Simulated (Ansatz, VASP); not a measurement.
## TaSnO3 in two plane-wave programs

Wanted: the spread between two codes on one cell, functional and k mesh. The cell is taken from a series of runs on this material, whose earlier steps may have relaxed, scaled, displaced or heated it; both programs get it as it stands.

Method: plane waves, with VASP 6.6.1 beside it; zone-centre phonons at PBEsol, in Ansatz 0.2.0.

### Step 1. Starting point

Symmetry: Pm-3m, No. 221, cubic system. The conventional cell has a = 4.024 Å, b = 4.024 Å, c = 4.024 Å, α = 90.00°, β = 90.00°, γ = 90.00°. Nearest to Ta lie 6 O at 2.01 Å. Sn has 12 O at 2.85 Å nearest. Nearest to O lie 2 Ta at 2.01 Å. Farther neighbours and most contacts between anions are not listed.

As a file:

```xyz
5
Lattice="4.0242 0.0000 0.0000 0.0000 4.0242 0.0000 0.0000 0.0000 4.0242" Properties=species:S:1:pos:R:3 pbc="T T T"
Ta    2.0121    2.0121    2.0121
Sn    0.0000    0.0000    0.0000
O     0.0000    2.0121    2.0121
O     2.0121    0.0000    2.0121
O     2.0121    2.0121    0.0000
```

### Step 2. VASP: zone-centre phonons, PBEsol

Second derivatives magnify differences that forces hide, and they need a tight electronic threshold.

Lines of VASP's logs that name or quote its potential files are left out, and so is its time.

INCAR reads:

```
SYSTEM = TaSnO3
PREC = Accurate
ENCUT = 600
EDIFF = 1E-08
NELM = 120
ISMEAR = 1
SIGMA = 0.2
LREAL = .FALSE.
ALGO = Normal
GGA = PS
NBANDS = 27
LASPH = .TRUE.
LORBIT = 11
LWAVE = .FALSE.
LCHARG = .FALSE.
ISIF = 2
IBRION = 8
GGA_COMPAT = .FALSE.
KPAR = 2
```

POSCAR reads:

```
TaSnO3
1.0
    4.0241795569      0.0000000000      0.0000000000
    0.0000000000      4.0241795569      0.0000000000
    0.0000000000      0.0000000000      4.0241795569
Ta Sn O
1 1 3
Direct
    0.5000000000      0.5000000000      0.5000000000
    0.0000000000      0.0000000000      0.0000000000
    0.0000000000      0.5000000000      0.5000000000
    0.5000000000      0.0000000000      0.5000000000
    0.5000000000      0.5000000000      0.0000000000
```

KPOINTS reads:

```
Automatic mesh
0
Gamma
12 12 12
0 0 0
```

The projector-augmented-wave data sets are Ta_pv, Sn_d and O (PBE family, release 64).

Started as:

```bash
$ mpirun -np 2 vasp_std
```

Numbers of over 12 decimals in the logs are rounded to 6 here.

The program printed:

```text
[banner, memory and clock lines left out]
running    2 mpi-ranks, on    1 nodes
 distrk:  each k-point on    1 cores,    2 groups
 distr:  one band on    1 cores,    1 groups

 POSCAR found type information on POSCAR TaSnO
 POSCAR found :  3 types and       5 ions
|                                                                             |
|               ----> ADVICE to this user running VASP <----                  |
|                                                                             |
|     You enforced a specific xc type in the INCAR file but a different       |
|     [... a line on the potential file left out ...]
|     I HOPE YOU KNOW WHAT YOU ARE DOING!                                     |
|                                                                             |

 LDA part: xc-table for (Slater+PW92), standard interpolation
 POSCAR, INCAR and KPOINTS ok, starting setup
 FFT: planning ... GRIDC
 FFT: planning ... GRID_SOFT
 FFT: planning ... GRID
 WAVECAR not read
 entering main loop
       N       E                     dE             d eps       ncg     rms          rms(c)
DAV:   1     0.515324075070E+03    0.51532E+03   -0.24277E+04  4702   0.232E+03
DAV:   2     0.154121066833E+02   -0.49991E+03   -0.48529E+03  4996   0.610E+02
DAV:   3    -0.460256281529E+02   -0.61438E+02   -0.59833E+02  5221   0.180E+02
DAV:   4    -0.489124774050E+02   -0.28868E+01   -0.28348E+01  5439   0.395E+01
DAV:   5    -0.489860058918E+02   -0.73528E-01   -0.73061E-01  5633   0.650E+00    0.317E+01
DAV:   6    -0.431026562068E+02    0.58833E+01   -0.41817E+01  5621   0.439E+01    0.133E+01
DAV:   7    -0.425750926299E+02    0.52756E+00   -0.38711E+00  4910   0.125E+01    0.978E+00
DAV:   8    -0.424810384049E+02    0.94054E-01   -0.28658E-01  4878   0.474E+00    0.430E-01
DAV:   9    -0.424804167572E+02    0.62165E-03   -0.29500E-02  5576   0.108E+00    0.172E-01
DAV:  10    -0.424804955179E+02   -0.78761E-04   -0.27150E-03  5321   0.654E-01    0.619E-02
DAV:  11    -0.424804711498E+02    0.24368E-04   -0.22274E-04  5398   0.144E-01    0.249E-02
DAV:  12    -0.424804658946E+02    0.52552E-05   -0.84544E-05  5516   0.942E-02    0.152E-02
DAV:  13    -0.424804667211E+02   -0.82646E-06   -0.68679E-06  5843   0.256E-02    0.468E-03
DAV:  14    -0.424804665272E+02    0.19389E-06   -0.10787E-06  5716   0.110E-02    0.195E-03
DAV:  15    -0.424804664423E+02    0.84900E-07   -0.70597E-08  4970   0.311E-03    0.205E-04
DAV:  16    -0.424804664542E+02   -0.11907E-07   -0.70517E-09  2508   0.662E-04    0.138E-04
DAV:  17    -0.424804664504E+02    0.37262E-08   -0.17798E-09  2457   0.496E-04
   1 F= -.42480466E+02 E0= -.42477381E+02  d E =-.925595E-02
 Linear response reoptimize wavefunctions to high precision
DAV:   1    -0.424804664510E+02   -0.52205E-09   -0.41332E-10  2442   0.204E-04
DAV:   2    -0.424804664510E+02    0.72760E-11   -0.17040E-10  2388   0.130E-04
 Linear response DOF=           4
 Linear response progress:
  Degree of freedom:   1/  4
       N       E                     dE             d eps       ncg     rms          rms(c)
RMM:   1    -0.179372684521E+00   -0.17937E+00    0.96315E+00 13070   0.162E+01
RMM:   2    -0.201813298181E+00   -0.22441E-01   -0.39616E-02 18465   0.119E+00    0.122E-01
RMM:   3    -0.201248416464E+00    0.56488E-03   -0.40194E-03 20222   0.277E-01    0.630E-02
RMM:   4    -0.200456941982E+00    0.79147E-03   -0.69898E-04 21583   0.113E-01    0.251E-02
RMM:   5    -0.200302488696E+00    0.15445E-03   -0.78513E-05 21093   0.330E-02    0.100E-02
RMM:   6    -0.200177368432E+00    0.12512E-03   -0.19535E-05 21460   0.139E-02    0.271E-03
RMM:   7    -0.200165867276E+00    0.11501E-04   -0.68590E-06 21521   0.547E-03    0.808E-04
RMM:   8    -0.200166694313E+00   -0.82704E-06   -0.40398E-06 21829   0.257E-03    0.417E-04
RMM:   9    -0.200168975030E+00   -0.22807E-05   -0.19354E-06 21562   0.135E-03    0.256E-04
RMM:  10    -0.200170829110E+00   -0.18541E-05   -0.13681E-06 21622   0.837E-04    0.737E-05
RMM:  11    -0.200171104552E+00   -0.27544E-06   -0.87740E-07 22231   0.512E-04    0.453E-05
RMM:  12    -0.200171503676E+00   -0.39912E-06   -0.55394E-07 21253   0.348E-04    0.249E-05
RMM:  13    -0.200171932010E+00   -0.42833E-06   -0.44033E-07 20978   0.268E-04    0.105E-05
RMM:  14    -0.200171776881E+00    0.15513E-06   -0.24411E-07 20415   0.177E-04    0.186E-05
RMM:  15    -0.200171820401E+00   -0.43520E-07   -0.19702E-07 19834   0.122E-04    0.215E-05
RMM:  16    -0.200171798277E+00    0.22124E-07   -0.13944E-07 18139   0.885E-05    0.304E-05
RMM:  17    -0.200171917817E+00   -0.11954E-06   -0.11479E-07 21312   0.755E-05    0.212E-05
RMM:  18    -0.200172028274E+00   -0.11046E-06   -0.73639E-08 22460   0.596E-05    0.117E-05
RMM:  19    -0.200172096398E+00   -0.68125E-07   -0.59736E-08 20248   0.439E-05    0.648E-06
RMM:  20    -0.200172184987E+00   -0.88589E-07   -0.46218E-08 22029   0.371E-05    0.289E-06
RMM:  21    -0.200172189910E+00   -0.49233E-08   -0.35385E-08 16804   0.238E-05    0.174E-06
 first order change of Fermi-energy   0.13908E-02
 force on displaced ion       1 direction 1 : -18.886  -0.000   0.000
 Linear response progress:
  Degree of freedom:   2/  4
       N       E                     dE             d eps       ncg     rms          rms(c)
RMM:   1    -0.215037642858E+00   -0.21504E+00    0.37135E-01 13011   0.853E+00
RMM:   2    -0.220040414727E+00   -0.50028E-02   -0.11071E-02 18000   0.606E-01    0.494E-02
RMM:   3    -0.219754058518E+00    0.28636E-03   -0.92549E-04 18630   0.169E-01    0.208E-02
RMM:   4    -0.219438601319E+00    0.31546E-03   -0.71355E-05 19941   0.493E-02    0.753E-03
RMM:   5    -0.219384159439E+00    0.54442E-04   -0.80756E-06 20804   0.157E-02    0.394E-03
RMM:   6    -0.219368162896E+00    0.15997E-04   -0.16594E-06 20526   0.626E-03    0.133E-03
RMM:   7    -0.219373476539E+00   -0.53136E-05   -0.57236E-07 21423   0.258E-03    0.737E-04
RMM:   8    -0.219375299139E+00   -0.18226E-05   -0.32418E-07 20986   0.124E-03    0.285E-04
RMM:   9    -0.219375714972E+00   -0.41583E-06   -0.16580E-07 20492   0.681E-04    0.170E-05
RMM:  10    -0.219375730185E+00   -0.15213E-07   -0.14487E-07 21826   0.369E-04    0.846E-06
RMM:  11    -0.219375854206E+00   -0.12402E-06   -0.14532E-07 22118   0.218E-04    0.370E-06
RMM:  12    -0.219375879567E+00   -0.25361E-07   -0.11226E-07 22171   0.138E-04    0.265E-06
RMM:  13    -0.219375901960E+00   -0.22393E-07   -0.86974E-08 22946   0.918E-05    0.126E-06
RMM:  14    -0.219375901070E+00    0.88977E-09   -0.57570E-08 17475   0.620E-05    0.192E-06
 first order change of Fermi-energy  -0.27288E-03
 force on displaced ion       2 direction 1 :  -0.339   0.000   0.000
 Linear response progress:
  Degree of freedom:   3/  4
       N       E                     dE             d eps       ncg     rms          rms(c)
RMM:   1    -0.379616040435E+00   -0.37962E+00    0.35064E-01 21653   0.280E+00
RMM:   2    -0.372094543463E+00    0.75215E-02   -0.42018E-02 19383   0.631E-01    0.168E-01
RMM:   3    -0.373476165447E+00   -0.13816E-02   -0.29781E-03 18459   0.236E-01    0.987E-02
RMM:   4    -0.375064248544E+00   -0.15881E-02   -0.70776E-04 18350   0.117E-01    0.355E-02
RMM:   5    -0.375467141011E+00   -0.40289E-03   -0.51301E-05 19933   0.371E-02    0.528E-03
RMM:   6    -0.375453445774E+00    0.13695E-04   -0.45199E-06 20479   0.876E-03    0.354E-03
RMM:   7    -0.375420633569E+00    0.32812E-04    0.41378E-07 17942   0.423E-03    0.862E-04
RMM:   8    -0.375421645441E+00   -0.10119E-05    0.10414E-07 19775   0.152E-03    0.299E-04
RMM:   9    -0.375423084585E+00   -0.14391E-05    0.15013E-07 20091   0.610E-04    0.150E-04
RMM:  10    -0.375423053608E+00    0.30977E-07    0.54866E-08 19925   0.222E-04    0.372E-05
RMM:  11    -0.375422967646E+00    0.85962E-07   -0.62048E-08 20916   0.668E-05    0.128E-05
RMM:  12    -0.375423014755E+00   -0.47109E-07    0.30474E-09 20601   0.257E-05    0.379E-06
RMM:  13    -0.375423003604E+00    0.11151E-07    0.45753E-09 20626   0.890E-06    0.201E-06
RMM:  14    -0.375423007130E+00   -0.35259E-08   -0.32824E-09 17049   0.397E-06    0.574E-07
 first order change of Fermi-energy  -0.33645E-02
 force on displaced ion       3 direction 1 : -17.751  -0.000   0.000
 Linear response progress:
  Degree of freedom:   4/  4
       N       E                     dE             d eps       ncg     rms          rms(c)
RMM:   1    -0.370590939193E+00   -0.37059E+00    0.28702E-01 36080   0.266E+00
RMM:   2    -0.363617602228E+00    0.69733E-02   -0.12082E-02 32749   0.512E-01    0.945E-02
RMM:   3    -0.364810055944E+00   -0.11925E-02   -0.20742E-03 32252   0.153E-01    0.479E-02
RMM:   4    -0.365948255114E+00   -0.11382E-02   -0.31873E-04 30806   0.811E-02    0.141E-02
RMM:   5    -0.366095097824E+00   -0.14684E-03   -0.39154E-05 35097   0.285E-02    0.606E-03
RMM:   6    -0.366049232033E+00    0.45866E-04   -0.27007E-06 34939   0.775E-03    0.273E-03
RMM:   7    -0.366037075952E+00    0.12156E-04   -0.30355E-07 33845   0.298E-03    0.445E-04
RMM:   8    -0.366032513982E+00    0.45620E-05   -0.12640E-07 35995   0.936E-04    0.192E-04
RMM:   9    -0.366028809908E+00    0.37041E-05   -0.20342E-08 33286   0.364E-04    0.114E-04
RMM:  10    -0.366030624806E+00   -0.18149E-05   -0.15896E-08 33090   0.175E-04    0.125E-05
RMM:  11    -0.366030510132E+00    0.11467E-06    0.32832E-08 37719   0.537E-05    0.831E-06
RMM:  12    -0.366030500494E+00    0.96380E-08    0.48478E-09 37431   0.176E-05    0.248E-06
 first order change of Fermi-energy   0.10500E-02
 force on displaced ion       3 direction 2 :   0.000  -4.045   0.000
 Linear response finished
```

(Continued in part 2 of 2.)

[Lines on the potential files, build, host, timing and source positions are cut from VASP's logs without a mark.]

[Logs are printed without paths, hosts, clocks, repeated set-up lines and the standing remarks that a program may print on its own settings, such as how far it seeks lower states.]

[Hosts, paths, dates, database ids (printed as entryN), source tags and the programs' standing remarks are cut or masked in the printed files.]
